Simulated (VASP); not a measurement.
A convergence study with VASP on FeO (space group no. 225 when undisturbed): a few settings are varied, all else stays as given below, so the limit is that of these other settings. One atom is moved off its site, so that forces are finite.

```yaml
crystal:
  lattice:
    - [4.31701, 2.15850, 2.15850]
    - [2.15850, 4.31701, 2.15850]
    - [2.15850, 2.15850, 4.31701]
  atoms:
    - { symbol: Fe, position: [0.00334, 0.00334, 0.00334], spin: 4.0 }
    - { symbol: Fe, position: [0.50000, 0.50000, 0.50000], spin: -4.0 }
    - { symbol: O, position: [0.25000, 0.25000, 0.25000] }
    - { symbol: O, position: [0.75000, 0.75000, 0.75000] }
```

Method: PBEsol GGA, VASP's PBE PAW potentials (set 64) (plane waves; VASP 6.6.1). The last row used: 400 eV cut-off, 13×13×13 Γ-centred mesh shifted by (0.5, 0.5, 0.5), Fermi-Dirac smearing of 0.010 eV, potentials Fe O.

| setting | E (eV/atom) | pressure (GPa) | largest force (eV/Å) | moment (μB) | irreducible k-points |
|---|---|---|---|---|---|
| 2×2×2 mesh | -7.8725 | -18.25 | 0.638 | -0.002 | 2 |
| 3×3×3 mesh | -7.9251 | -17.26 | 0.627 | 0.000 | 6 |
| 4×4×4 mesh | -7.8901 | -15.94 | 0.376 | -0.009 | 10 |
| 5×5×5 mesh | -7.8967 | -16.22 | 0.392 | -0.015 | 19 |
| 6×6×6 mesh | -7.9041 | -16.29 | 0.439 | 0.007 | 28 |
| 7×7×7 mesh | -7.9050 | -16.30 | 0.509 | 0.007 | 44 |
| 8×8×8 mesh | -7.9023 | -16.21 | 0.520 | -0.001 | 60 |
| 9×9×9 mesh | -7.9013 | -16.28 | 0.486 | -0.005 | 85 |
| 10×10×10 mesh | -7.9032 | -16.30 | 0.471 | -0.005 | 110 |
| 11×11×11 mesh | -7.9044 | -16.26 | 0.482 | 0.003 | 146 |
| 12×12×12 mesh | -7.9036 | -16.25 | 0.501 | 0.003 | 182 |
| 13×13×13 mesh | -7.9028 | -16.32 | 0.489 | -0.002 | 231 |

Left out are rungs that failed or repeat a setting and relaxations that didn't move; long series are thinned to 24 rows.

The structure is a typed FeO crystal (space group no. 225). The cell was not relaxed at this level, it is distorted from the ideal structure. The spin order is the one that the start imposed; others were not tried in this run.
